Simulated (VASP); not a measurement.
Output of a VASP run:

**OSZICAR**
```
       N       E                     dE             d eps       ncg     rms          rms(c)
DAV:   1     0.880389384626E+02    0.88039E+02   -0.74627E+03  3080   0.137E+03
DAV:   2    -0.795275758964E+01   -0.95992E+02   -0.93416E+02  3113   0.331E+02
DAV:   3    -0.138059116551E+02   -0.58532E+01   -0.55754E+01  4891   0.783E+01
DAV:   4    -0.140167125592E+02   -0.21080E+00   -0.20727E+00  3869   0.129E+01
DAV:   5    -0.140261871396E+02   -0.94746E-02   -0.94667E-02  4466   0.250E+00    0.944E+00
DAV:   6    -0.125719246154E+02    0.14543E+01   -0.13576E+01  3868   0.391E+01    0.353E+00
DAV:   7    -0.123958775057E+02    0.17605E+00   -0.14417E+00  3580   0.126E+01    0.182E+00
DAV:   8    -0.123826724069E+02    0.13205E-01   -0.17837E-01  3509   0.480E+00    0.564E-01
DAV:   9    -0.123799169404E+02    0.27555E-02   -0.35911E-02  3630   0.251E+00    0.243E-01
DAV:  10    -0.123799855980E+02   -0.68658E-04   -0.21069E-03  3821   0.535E-01    0.563E-02
DAV:  11    -0.123799633755E+02    0.22223E-04   -0.56570E-04  4039   0.255E-01    0.466E-02
DAV:  12    -0.123799667756E+02   -0.34001E-05   -0.30167E-05  3572   0.598E-02    0.153E-02
DAV:  13    -0.123799657349E+02    0.10407E-05   -0.22733E-06  4405   0.137E-02    0.874E-03
DAV:  14    -0.123799657950E+02   -0.60060E-07   -0.81138E-07  3436   0.113E-02
   1 F= -.12379966E+02 E0= -.12379872E+02  d E =-.123800E+02
```

File OUTCAR:
```
------------------------ aborting loop because EDIFF is reached ----------------------------------------
  FORCE on cell =-STRESS in cart. coord.  units (eV):
  Direction    XX          YY          ZZ          XY          YZ          ZX
  --------------------------------------------------------------------------------------
  Total       -0.6623631     -0.6623631     -0.6599193      0.0000000      0.0000000      0.0000000
  in kB      -31.7504401    -31.7504401    -31.6332945      0.0000000      0.0000000      0.0000000
  external PRESSURE =     -31.7113916 kB  Pullay stress =       0.0000000 kB
  volume of cell :       33.42
      direct lattice vectors                 reciprocal lattice vectors
     2.853867901  0.000000000  0.000000000     0.350401643  0.000000000  0.000000000
     0.000000000  2.853867901  0.000000000     0.000000000  0.350401643  0.000000000
     0.000000000  0.000000000  4.103828708     0.000000000  0.000000000  0.243674888
 POSITION                                       TOTAL-FORCE (eV/Angst)
 -----------------------------------------------------------------------------------
      0.00000      0.00000      0.00000         0.000000      0.000000      0.000000
      1.42693      1.42693      2.05191         0.000000      0.000000      0.000000
 -----------------------------------------------------------------------------------
    total drift:                                0.000000      0.000000      0.000000
  FREE ENERGIE OF THE ION-ELECTRON SYSTEM (eV)
  ---------------------------------------------------
  free  energy   TOTEN  =       -12.3799657950 eV

  energy  without entropy=      -12.3796856061  energy(sigma->0) =      -12.37987240

 reached required accuracy - stopping structural energy minimisation
```
(Selected blocks of OUTCAR.)

File POSCAR:
```
TiAl
1
    2.8538679008     0.0000000000     0.0000000000
    0.0000000000     2.8538679008     0.0000000000
    0.0000000000     0.0000000000     4.1038287082
Ti Al
1 1
Direct
  0.0000000000   0.0000000000   0.0000000000
  0.5000000000   0.5000000000   0.5000000000
```

Q: Reconstruct the remaining input files.

A: One answer among several that fit: the input of the run itself, PBE GGA, plane waves, VASP's PBE PAW potentials (set 64).

**KPOINTS**
```
Automatic mesh
0
Gamma
13 13 9
0 0 0
```

INCAR:
```
! general
SYSTEM  = TiAl
PREC    = Accurate
ENCUT   = 520
LREAL   = F
LASPH   = T

! electronic loop
EDIFF   = 1E-7
NELM    = 100
ALGO    = Normal
LMAXMIX = 4

! smearing
ISMEAR  = 1
SIGMA   = 0.1

! functional
GGA     = PE

! ions
IBRION  = 2
NSW     = 30
ISIF    = 4
EDIFFG  = -0.01

! output
LWAVE   = F
LCHARG  = F
```

POTCAR, in this order: Ti_sv Al (PBE.64 set). Program: vasp_std.

The compound is TiAl in the L1_0 structure. This cell is one point of a volume scan, at 1.03 of the reference volume. The electron count is odd and the run is not spin-polarised, which forces a metal.
